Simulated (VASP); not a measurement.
These are PBEsol GGA, VASP's PBE PAW potentials (set 64) (plane waves; VASP) values and carry that method's errors.

Input for VASP

KPOINTS:
```
Automatic mesh
0
Gamma
14 14 14
0 0 0
```

**POSCAR**
```
WAl
1
    0.0000000000     2.5416025894     2.5416025894
    2.5416025894     0.0000000000     2.5416025894
    2.5416025894     2.5416025894     0.0000000000
W Al
1 1
Direct
  0.0000000000   0.0000000000   0.0000000000
  0.5000000000   0.5000000000   0.5000000000
```

**INCAR**
```
ALGO = Normal
EDIFF = 1E-7
ENCUT = 400
GGA = PS
ISIF = 2
ISMEAR = -5
LASPH = .True.
LCHARG = .True.
LMAXMIX = 6
LORBIT = 11
LREAL = .False.
LWAVE = .False.
NEDOS = 601
NELM = 100
PREC = Accurate
SYSTEM = WAl
```

POTCAR, in this order: W_sv Al (PBE.64 set). Program: vasp_std.

Output of the run:

File OSZICAR:
```
       N       E                     dE             d eps       ncg     rms          rms(c)
DAV:   1     0.781576149399E+02    0.78158E+02   -0.75083E+03  2504   0.116E+03
DAV:   2    -0.142331930974E+02   -0.92391E+02   -0.88944E+02  2772   0.300E+02
DAV:   3    -0.167675839368E+02   -0.25344E+01   -0.24120E+01  3148   0.451E+01
DAV:   4    -0.168050989852E+02   -0.37515E-01   -0.37493E-01  2760   0.534E+00
DAV:   5    -0.168056331558E+02   -0.53417E-03   -0.53395E-03  3012   0.674E-01    0.179E+01
DAV:   6    -0.158764276903E+02    0.92921E+00   -0.33621E+00  2772   0.162E+01    0.442E+00
DAV:   7    -0.158553462529E+02    0.21081E-01   -0.45049E-02  2808   0.173E+00    0.202E+00
DAV:   8    -0.158476081444E+02    0.77381E-02   -0.42354E-03  2776   0.743E-01    0.175E-01
DAV:   9    -0.158475879190E+02    0.20225E-04   -0.11845E-04  2928   0.106E-01    0.113E-01
DAV:  10    -0.158475883381E+02   -0.41911E-06   -0.14777E-05  2732   0.366E-02    0.168E-02
DAV:  11    -0.158475839331E+02    0.44050E-05   -0.15748E-06  2944   0.106E-02    0.679E-03
DAV:  12    -0.158475844052E+02   -0.47208E-06   -0.44413E-08  1460   0.269E-03    0.164E-03
DAV:  13    -0.158475847184E+02   -0.31324E-06   -0.17510E-08  1376   0.133E-03    0.495E-04
DAV:  14    -0.158475846134E+02    0.10504E-06   -0.24272E-09  1324   0.602E-04    0.236E-04
DAV:  15    -0.158475846066E+02    0.68062E-08   -0.31016E-10  1336   0.213E-04
   1 F= -.15847585E+02 E0= -.15847585E+02  d E =0.000000E+00
```

File OUTCAR:
```
------------------------ aborting loop because EDIFF is reached ----------------------------------------
  FORCE on cell =-STRESS in cart. coord.  units (eV):
  Direction    XX          YY          ZZ          XY          YZ          ZX
  --------------------------------------------------------------------------------------
  Total        0.0109570      0.0109570      0.0109570     -0.0000000     -0.0000000      0.0000000
  in kB        0.5346244      0.5346244      0.5346244     -0.0000000     -0.0000000      0.0000000
  external PRESSURE =       0.5346244 kB  Pullay stress =       0.0000000 kB
  volume of cell :       32.84
      direct lattice vectors                 reciprocal lattice vectors
     0.000000000  2.541602589  2.541602589    -0.196726271  0.196726271  0.196726271
     2.541602589  0.000000000  2.541602589     0.196726271 -0.196726271  0.196726271
     2.541602589  2.541602589  0.000000000     0.196726271  0.196726271 -0.196726271
 POSITION                                       TOTAL-FORCE (eV/Angst)
 -----------------------------------------------------------------------------------
      0.00000      0.00000      0.00000         0.000000      0.000000      0.000000
      2.54160      2.54160      2.54160        -0.000000      0.000000     -0.000000
 -----------------------------------------------------------------------------------
    total drift:                                0.000000     -0.000000     -0.000000
  FREE ENERGIE OF THE ION-ELECTRON SYSTEM (eV)
  ---------------------------------------------------
  free  energy   TOTEN  =       -15.8475846066 eV

  energy  without entropy=      -15.8475846066  energy(sigma->0) =      -15.84758461

 total charge

# of ion       s       p       d       tot
------------------------------------------
    1        2.305   6.172   3.567  12.044
    2        0.462   0.474   0.000   0.936
--------------------------------------------------
tot          2.767   6.647   3.567  12.981
```
(Selected blocks of OUTCAR.)

For a metal the tetrahedron method with Blöchl corrections gives inexact stress and forces.

The structure was generated: WAl was put into the rock salt type (Fm-3m), which need not be its known phase. It was relaxed first, which changed the volume by -42 %. The electron count is odd and the run is not spin-polarised, which forces a metal.
